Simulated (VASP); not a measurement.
Input for VASP

**POSCAR**
```
NaCl
1
    0.0000000000     2.8200000000     2.8200000000
    2.8200000000     0.0000000000     2.8200000000
    2.8200000000     2.8200000000     0.0000000000
Na Cl
1 1
Direct
  0.0000000000   0.0000000000   0.0000000000
  0.5000000000   0.5000000000   0.5000000000
```

**INCAR**
```
SYSTEM = NaCl
PREC = Accurate
ENCUT = 400
EDIFF = 1E-6
NELM = 100
ALGO = Normal
LREAL = .FALSE.
LASPH = .TRUE.
ISMEAR = 0
SIGMA = 0.05
GGA = PE
LWAVE = .FALSE.
LCHARG = .FALSE.
ISIF = 2
```

### KPOINTS
```
Automatic mesh
0
Gamma
6 6 6
0 0 0
```

POTCAR, in this order: Na_pv Cl (PBE.64 set). Program: vasp_gam.

Output of the run:

File standard output:
```
 POSCAR found type information on POSCAR NaCl
 POSCAR found :  2 types and       2 ions
 Reading from existing POTCAR
 Reading from existing POTCAR
 LDA part: xc-table for (Slater+PW92), standard interpolation

 -----------------------------------------------------------------------------
|                                                                             |
|     EEEEEEE  RRRRRR   RRRRRR   OOOOOOO  RRRRRR      ###     ###     ###     |
|     E        R     R  R     R  O     O  R     R     ###     ###     ###     |
|     E        R     R  R     R  O     O  R     R     ###     ###     ###     |
|     EEEEE    RRRRRR   RRRRRR   O     O  RRRRRR       #       #       #      |
|     E        R   R    R   R    O     O  R   R                               |
|     E        R    R   R    R   O     O  R    R      ###     ###     ###     |
|     EEEEEEE  R     R  R     R  OOOOOOO  R     R     ###     ###     ###     |
|                                                                             |
|     You are using the Gamma-point-only version with more than one           |
|     k-point or some other non-Gamma k-point.                                |
|                                                                             |
|       ---->  I REFUSE TO CONTINUE WITH THIS SICK JOB ... BYE!!! <----       |
|                                                                             |
 -----------------------------------------------------------------------------
```

Task: From input and log, find the fault in this run and mend it.

Result: The cause: the Γ-only program was given a k-mesh. VASP stops with an error: You are using the Gamma-point-only version with more than one k-point or some other non-Gamma k-point. ----> I REFUSE TO CONTINUE WITH THIS SICK JOB ... BYE!!! <---- To mend it, run vasp_std.

The mended run (PBE GGA, plane waves, VASP's PBE PAW potentials (set 64)) converges, and its OSZICAR ends with
```
   1 F= -.67746105E+01 E0= -.67746105E+01  d E =-.131690E-13
```

The compound is NaCl in the rock salt structure. The cell was not relaxed at this level.
